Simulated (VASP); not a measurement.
Method: PBE GGA, VASP's PBE PAW potentials (set 64) (plane waves; VASP 6.6.1).

A VASP calculation is set up with these files.

POSCAR:
```
Tb
1
    1.7846020000    -3.1286030000     0.0000000000
    1.7846020000     3.1286030000     0.0000000000
    0.0000000000     0.0000000000     5.6184250000
Tb
2
Direct
  0.3333330000   0.6666670000   0.2500000000
  0.6742510000   0.3409170000   0.7500000000
```

**KPOINTS**
```
Automatic mesh
0
Gamma
11 11 6
0 0 0
```

**INCAR**
```
SYSTEM  =  Tb
PREC  =  Accurate; ENCUT  =  725; LREAL  =  .FALSE.
LASPH  =  .TRUE.
EDIFF  =  1E-6; NELM  =  100; ALGO  =  Normal
LMAXMIX  =  6
ISMEAR  =  1; SIGMA  =  0.1
GGA  =  PE
ISIF  =  2
LWAVE  =  .FALSE.; LCHARG  =  .FALSE.
```

POTCAR, in this order: Tb_3 (PBE.64 set). Program: vasp_std.

Output

### OSZICAR
```
       N       E                     dE             d eps       ncg     rms          rms(c)
DAV:   1     0.524393601162E+02    0.52439E+02   -0.10456E+04  6344   0.159E+03
DAV:   2    -0.624627160707E+01   -0.58686E+02   -0.57606E+02  6469   0.309E+02
DAV:   3    -0.902169221514E+01   -0.27754E+01   -0.25947E+01  8610   0.369E+01
DAV:   4    -0.909592891784E+01   -0.74237E-01   -0.72922E-01  7308   0.554E+00
DAV:   5    -0.909790914099E+01   -0.19802E-02   -0.19701E-02  8787   0.734E-01    0.240E+01
DAV:   6    -0.910049283965E+01   -0.25837E-02   -0.21544E-02  7621   0.125E+00    0.143E+01
DAV:   7    -0.910970265030E+01   -0.92098E-02   -0.39313E-02  7350   0.171E+00    0.223E-01
DAV:   8    -0.910939803748E+01    0.30461E-03   -0.21563E-03  7259   0.380E-01    0.618E-02
DAV:   9    -0.910940347372E+01   -0.54362E-05   -0.21530E-04  7959   0.116E-01    0.327E-02
DAV:  10    -0.910939705525E+01    0.64185E-05   -0.31204E-05  7134   0.417E-02    0.381E-02
DAV:  11    -0.910939814656E+01   -0.10913E-05   -0.41456E-06  6949   0.157E-02    0.110E-03
DAV:  12    -0.910939839490E+01   -0.24834E-06   -0.28628E-07  3767   0.483E-03
   1 F= -.91093984E+01 E0= -.91095167E+01  d E =0.354843E-03
```

OUTCAR:
```
------------------------ aborting loop because EDIFF is reached ----------------------------------------
  FORCE on cell =-STRESS in cart. coord.  units (eV):
  Direction    XX          YY          ZZ          XY          YZ          ZX
  --------------------------------------------------------------------------------------
  Total        0.7042087      0.3996552      0.5015150     -0.0308733      0.0000000      0.0000000
  in kB       17.9835554     10.2060948     12.8073158     -0.7884189      0.0000000      0.0000000
  external PRESSURE =      13.6656553 kB  Pullay stress =       0.0000000 kB
  volume of cell :       62.74
      direct lattice vectors                 reciprocal lattice vectors
     1.784602000 -3.128603000  0.000000000     0.280174515 -0.159815739  0.000000000
     1.784602000  3.128603000  0.000000000     0.280174515  0.159815739  0.000000000
     0.000000000  0.000000000  5.618425000     0.000000000  0.000000000  0.177985823
 POSITION                                       TOTAL-FORCE (eV/Angst)
 -----------------------------------------------------------------------------------
      1.78460      1.04287      1.40461         0.025878     -0.014929      0.000000
      1.81167     -1.04287      4.21382        -0.025878      0.014929      0.000000
 -----------------------------------------------------------------------------------
    total drift:                               -0.000000     -0.000001     -0.000000
  FREE ENERGIE OF THE ION-ELECTRON SYSTEM (eV)
  ---------------------------------------------------
  free  energy   TOTEN  =        -9.1093983949 eV

  energy  without entropy=       -9.1097532383  energy(sigma->0) =       -9.10951668
```
(Selected blocks of OUTCAR.)

The 4f electrons are frozen in the core of the lanthanide potential, so 4f levels, which can set the real gap, and their magnetism are missing.

The compound is Tb in the hcp structure. The cell was not relaxed at this level, atoms are displaced from their ideal sites. The run is one of a series of settings (ENCUT = 725 against the base run), some of them coarse on purpose.
